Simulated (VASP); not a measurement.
# YBRh3: structure and properties in VASP, part 5 of 5

What structure does YBRh3 take at this level, and what are its properties? The start is a cell from a database of measured crystal structures.

VASP 6.6.1; rev-vdW-DF2; plane waves and PAW (Y_sv, B, Rh_pv).

Still holding for the runs below: This run has no spin polarisation. Its electron count is odd, so without a moment it is a metal by construction. The k-mesh is coarse for a metal. Spin-orbit coupling is off here; it would split degenerate levels.

So far. Step 13 (Volume scan with rev-vdW-DF2 (run 7)): The pressure falls from -6.94 to -9.86 GPa. The parabola predicted -9.79 GPa, +0.06 GPa off. Step 15 (Fit for rev-vdW-DF2): The fitted volume lies +0.23 % from the relaxed one. At a finite cutoff and mesh the minimum of the energy and the zero of the stress don't quite coincide, and the relaxation stops at a threshold. The relaxed cell has a = 4.174 Å (conventional setting).

**16. Bands along the symmetry lines (rev-vdW-DF2), changed input**

This step: rev-vdW-DF2; plane waves and PAW (Y_sv, B, Rh_pv) (VASP 6.6.1).

Levels along the symmetry lines show where the bands peak and cross; KPOINTS_OPT computes them in the converged potential. Some settings are moved from the usual, to see what they do.

File INCAR:

```
SYSTEM = YBRh3
PREC = Accurate
ENCUT = 420
EDIFF = 1E-06
NELM = 100
ISMEAR = 1
SIGMA = 0.005
LREAL = .FALSE.
ALGO = Normal
GGA = MK
AGGAC = 0
LUSE_VDW = .TRUE.
PARAM1 = 0.1234
PARAM2 = 0.711357
ZAB_VDW = -1.8867
LASPH = .TRUE.
NBANDS = 45
LORBIT = 11
LWAVE = .FALSE.
LCHARG = .FALSE.
KPAR = 4
```

File POSCAR:

```
YBRh3
1.0
    4.1735069167      0.0000000000      0.0000000000
    0.0000000000      4.1735069167      0.0000000000
    0.0000000000      0.0000000000      4.1735069167
Y B Rh
1 1 3
Direct
    0.0000000000      0.0000000000      0.0000000000
    0.5000000000      0.5000000000      0.5000000000
    0.0000000000      0.5000000000      0.5000000000
    0.5000000000      0.0000000000      0.5000000000
    0.5000000000      0.5000000000      0.0000000000
```

File KPOINTS:

```
Automatic mesh
0
Gamma
5 5 5
0 0 0
```

File KPOINTS_OPT:

```
Line mode
16
Line-mode
Reciprocal
  0.00000000   0.00000000   0.00000000 GAMMA
  0.00000000   0.50000000   0.00000000 X

  0.00000000   0.50000000   0.00000000 X
  0.50000000   0.50000000   0.00000000 M

  0.50000000   0.50000000   0.00000000 M
  0.00000000   0.00000000   0.00000000 GAMMA

  0.00000000   0.00000000   0.00000000 GAMMA
  0.50000000   0.50000000   0.50000000 R

  0.50000000   0.50000000   0.50000000 R
  0.00000000   0.50000000   0.00000000 X

  0.50000000   0.50000000   0.00000000 M
  0.50000000   0.50000000   0.50000000 R
```

Potentials, in the order of the species: Y_sv, B and Rh_pv (PBE family, release 64).

The run is started by

```console
mpirun -np 4 vasp_std
```

Log:

```text
[... set-up lines as in an earlier step ...]
 entering main loop
       N       E                     dE             d eps       ncg     rms          rms(c)
DAV:   1     0.599350497892E+03    0.59935E+03   -0.30250E+04   900   0.121E+03
DAV:   2    -0.723721188321E+01   -0.60659E+03   -0.58286E+03   982   0.412E+02
DAV:   3    -0.299112498843E+02   -0.22674E+02   -0.22259E+02  1081   0.821E+01
DAV:   4    -0.305590857499E+02   -0.64784E+00   -0.64471E+00  1249   0.106E+01
DAV:   5    -0.305652378530E+02   -0.61521E-02   -0.61515E-02  1025   0.104E+00    0.440E+01
DAV:   6    -0.280495250128E+02    0.25157E+01   -0.86609E+00  1016   0.187E+01    0.184E+01
DAV:   7    -0.278166802575E+02    0.23284E+00   -0.21829E+00  1044   0.940E+00    0.161E+01
DAV:   8    -0.276953581106E+02    0.12132E+00   -0.51469E-01  1121   0.416E+00    0.426E+00
DAV:   9    -0.276945463367E+02    0.81177E-03   -0.15024E-02  1033   0.630E-01    0.759E-01
DAV:  10    -0.276925598512E+02    0.19865E-02   -0.51957E-03  1063   0.364E-01    0.233E-01
DAV:  11    -0.276925760845E+02   -0.16233E-04   -0.74749E-04  1057   0.132E-01    0.198E-01
DAV:  12    -0.276925623572E+02    0.13727E-04   -0.54723E-05   975   0.417E-02    0.435E-02
DAV:  13    -0.276925620696E+02    0.28755E-06   -0.37474E-06   998   0.876E-03
   1 F= -.27692562E+02 E0= -.27692500E+02  d E =-.184741E-03
 Start KPOINTS_OPT (optional k-point list driver)
k-point batch [1-10\96]
       N       E                     dE             ncg
DAV:   1    -0.423974494106E+03   -0.35570E+04      908
DAV:   2    -0.627674006392E+04   -0.58528E+04      958
DAV:   3    -0.648979641357E+04   -0.21306E+03     1026
DAV:   4    -0.649652142151E+04   -0.67250E+01     1151
DAV:   5    -0.649664557976E+04   -0.12416E+00     1003
DAV:   6    -0.649665001867E+04   -0.44389E-02     1182
DAV:   7    -0.649665014187E+04   -0.12320E-03      973
DAV:   8    -0.649665014751E+04   -0.56395E-05      841
DAV:   9    -0.649665014777E+04   -0.26624E-06      596
[...]
k-point batch [91-96\96]
       N       E                     dE             ncg
DAV:   1     0.733086927315E+04   -0.11735E+05      548
DAV:   2     0.373388570824E+04   -0.35970E+04      592
DAV:   3     0.360727357734E+04   -0.12661E+03      672
DAV:   4     0.360470775359E+04   -0.25658E+01      593
DAV:   5     0.360465436974E+04   -0.53384E-01      614
DAV:   6     0.360465321566E+04   -0.11541E-02      619
DAV:   7     0.360465318042E+04   -0.35241E-04      662
DAV:   8     0.360465317939E+04   -0.10215E-05      459
DAV:   9     0.360465317934E+04   -0.58389E-07      350
```

The job ended after 33 s (4 MPI ranks of Intel Xeon 6975P-C (Granite Rapids), shared host; peak memory 1.3 GiB).

From OUTCAR (step 16):

```text
   NELECT =      59.0000    total number of electrons

 E-fermi :   8.2866

 k-point     1 :       0.0000    0.0000    0.0000
  band No.  band energies     occupation
    ...
     24       7.0653      2.00000
     25       7.0653      2.00000
     26       7.6981      2.00000
     27       7.6981      2.00000
     28       7.6981      2.00000
     29       8.5802      0.00000
     30       8.6118      0.00000
     31       8.6118      0.00000
     32       8.6118      0.00000
     33      12.0783      0.00000
    ...

Total vdW correction in eV:      7.7722006

  Total        0.0382471      0.0382471      0.0382471      0.0000000      0.0000000      0.0000000
  in kB        0.8429577      0.8429577      0.8429577      0.0000000      0.0000000      0.0000000
  external PRESSURE =       0.8429577 kB  Pullay stress =       0.0000000 kB

  FREE ENERGIE OF THE ION-ELECTRON SYSTEM (eV)
  ---------------------------------------------------
  free  energy   TOTEN  =       -27.6925620696 eV

  energy  without entropy=      -27.6923773283  energy(sigma->0) =      -27.69250049

Total vdW correction in eV:      7.7721436

[... 9 parts as in an earlier step ...]

[... 9 further parts left out ...]
```

This step gave:

| Item | Value |
| --- | --- |
| SCF cycles | 13 |
| bands | 45 |
| free energy (TOTEN) | -27.69 eV |
| energy at zero smearing | -27.69 eV |
| Fermi energy | 8.287 eV |
| pressure | 0.08430 GPa |

The electronic bands at the labelled points (eV, zero at the Fermi level; # counts the bands kept, so #1 is VASP's band 14):

| point | #13 | #14 | #15 | #16 | #17 | #18 | #19 | #20 |
| --- | --- | --- | --- | --- | --- | --- | --- | --- |
| Γ | -0.59 | -0.59 | -0.59 | 0.29 | 0.33 | 0.33 | 0.33 | 3.79 |
| 0.47 of the way | -1.36 | -1.21 | -0.48 | -0.08 | 0.33 | 1.41 | 1.41 | 3.58 |
| X | -1.33 | -1.14 | -1.14 | -0.71 | 0.33 | 1.92 | 1.92 | 3.28 |
| 0.47 of the way | -1.67 | -1.06 | -1.02 | -0.80 | -0.40 | 1.62 | 2.65 | 2.79 |
| M | -2.19 | -1.37 | -1.09 | -0.86 | -0.48 | 1.60 | 1.60 | 3.20 |
| 0.53 of the way | -1.40 | -1.29 | -0.69 | -0.34 | -0.14 | 1.41 | 2.27 | 3.21 |
| Γ | -0.59 | -0.59 | -0.59 | 0.29 | 0.33 | 0.33 | 0.33 | 3.79 |
| 0.53 of the way | -1.37 | -1.23 | -1.23 | -0.85 | 0.22 | 1.82 | 1.82 | 3.02 |
| R | -1.24 | 0.15 | 0.15 | 0.15 | 1.63 | 1.63 | 1.63 | 2.26 |
| 0.53 of the way | -1.63 | -1.45 | -1.22 | -0.80 | -0.05 | 1.78 | 2.20 | 2.70 |
| X | -1.33 | -1.14 | -1.14 | -0.71 | 0.33 | 1.92 | 1.92 | 3.28 |
| jump to M | -2.19 | -1.37 | -1.09 | -0.86 | -0.48 | 1.60 | 1.60 | 3.20 |
| 0.53 of the way | -1.08 | -0.99 | -0.99 | -0.23 | 0.48 | 1.57 | 1.57 | 2.37 |
| R | -1.24 | 0.15 | 0.15 | 0.15 | 1.63 | 1.63 | 1.63 | 2.26 |

Of the projections kept (Y, B, Rh), the largest for each band there; the rest of the weight can lie on other orbitals:

| point | #13 | #14 | #15 | #16 | #17 | #18 | #19 | #20 |
| --- | --- | --- | --- | --- | --- | --- | --- | --- |
| Γ | B 0.52 | B 0.52 | B 0.52 | Rh 1.00 | Rh 1.00 | Rh 1.00 | Rh 1.00 | Rh 0.52 |
| X | Rh 0.99 | Rh 0.97 | Rh 0.97 | Rh 1.00 | Rh 1.00 | Rh 0.61 | Rh 0.61 | Y 0.55 |
| M | Rh 0.77 | Rh 1.00 | Rh 1.00 | Rh 0.98 | Y 0.55 | Rh 0.88 | Rh 0.88 | Y 0.73 |
| Γ | B 0.52 | B 0.52 | B 0.52 | Rh 1.00 | Rh 1.00 | Rh 1.00 | Rh 1.00 | Rh 0.52 |
| R | Rh 0.91 | Rh 1.00 | Rh 1.00 | Rh 1.00 | Y 0.58 | Y 0.58 | Y 0.58 | Rh 0.74 |
| X | Rh 0.99 | Rh 0.97 | Rh 0.97 | Rh 1.00 | Rh 1.00 | Rh 0.61 | Rh 0.61 | Y 0.55 |

Against the sound run “Band structure (rev-vdW-DF2)”, the energy at zero smearing moves by +1.4 meV an atom, the pressure by +0.02 GPa and the Fermi level by +0.03 eV.

**17. Ionic relaxation at fixed cell (rev-vdW-DF2), changed input**

This run is made with a changed input; what comes of it follows.

File INCAR:

```
SYSTEM = YBRh3
PREC = Accurate
ENCUT = 35
EDIFF = 1E-06
NELM = 68
ISMEAR = 1
SIGMA = 0.2
LREAL = .FALSE.
ALGO = Normal
GGA = MK
AGGAC = 0
LUSE_VDW = .TRUE.
PARAM1 = 0.1234
PARAM2 = 0.711357
ZAB_VDW = -1.8867
LASPH = .TRUE.
NBANDS = 36
LORBIT = 11
LWAVE = .FALSE.
LCHARG = .FALSE.
KPAR = 4
IBRION = 2
NSW = 30
ISIF = 2
EDIFFG = -0.01
```

POSCAR is that of step 16.

KPOINTS is that of step 16.

The run is started by

```console
mpirun -np 4 vasp_std
```

Log:

```text
[... set-up lines as in an earlier step ...]
 entering main loop
       N       E                     dE             d eps       ncg     rms          rms(c)
 -----------------------------------------------------------------------------
|                                                                             |
|     EEEEEEE  RRRRRR   RRRRRR   OOOOOOO  RRRRRR      ###     ###     ###     |
|     E        R     R  R     R  O     O  R     R     ###     ###     ###     |
|     E        R     R  R     R  O     O  R     R     ###     ###     ###     |
|     EEEEE    RRRRRR   RRRRRR   O     O  RRRRRR       #       #       #      |
|     E        R   R    R   R    O     O  R   R                               |
|     E        R    R   R    R   O     O  R    R      ###     ###     ###     |
|     EEEEEEE  R     R  R     R  OOOOOOO  R     R     ###     ###     ###     |
|                                                                             |
|     EDDAV: Call to ZHEGV failed. Returncode = 1 2 16                        |
|                                                                             |
|       ---->  I REFUSE TO CONTINUE WITH THIS SICK JOB ... BYE!!! <----       |
|                                                                             |
 -----------------------------------------------------------------------------

1
1
1
1
```

The job ended after 5.2 s (4 MPI ranks).

VASP stopped before it finished a first electronic cycle.

VASP's message: “EDDAV: Call to ZHEGV failed. Returncode = 1 2 16”. No number of this run is used.

The fault in the input: cutoff typed in rydberg (ENCUT = 35). ENCUT is in eV: 1 Ry is 13.6 eV.

**18. Summary of results**

| Quantity | Value |
| --- | --- |
| relaxed volume | 14.54 Å³/atom |
| relaxed conventional cell a, b, c | 4.174, 4.174, 4.174 Å |
| space group after relaxing, within 0.02 Å | Pm-3m (No. 221) |
| band gap | none, a metal |
| DOS at the Fermi level | 4.30 states/eV/cell |
| bulk modulus from the fit | 192 GPa |
| volume from the fit | 14.6 Å³/atom |

What this shows: With rev-vdW-DF2, YBRh3 relaxes to 14.54 Å³/atom in space group Pm-3m (held by the symmetry of the run), comes out as a metal and has a bulk modulus of 192 GPa. Against the listed cell the volume lies +0.7 %. Band structure (rev-vdW-DF2): Of the bands kept, 4 cross the Fermi level on this path. Bands along the symmetry lines (rev-vdW-DF2), changed input: Of the bands kept, 4 cross the Fermi level on this path. Spin-orbit coupling is left out; it would split some degenerate bands. The k-sampling is coarse for a metal, so the Fermi level, pressures and the shape of the cell carry errors. With an odd electron count and no spin the cell is a metal by construction. No search among competing phases was made, and a listed structure need not be the one stable at ambient conditions. All values are for a static lattice at zero temperature.

[Lines on the potential files, build, host, timing and source positions are cut from VASP's logs without a mark.]

[Logs are printed without paths, hosts, clocks, repeated set-up lines and the standing remarks that a program may print on its own settings, such as how far it seeks lower states.]

[Hosts, paths, dates, database ids (printed as entryN), source tags and the programs' standing remarks are cut or masked in the printed files.]

[A measured line is paired with the nearest computed mode of its activity, which favours agreement.]
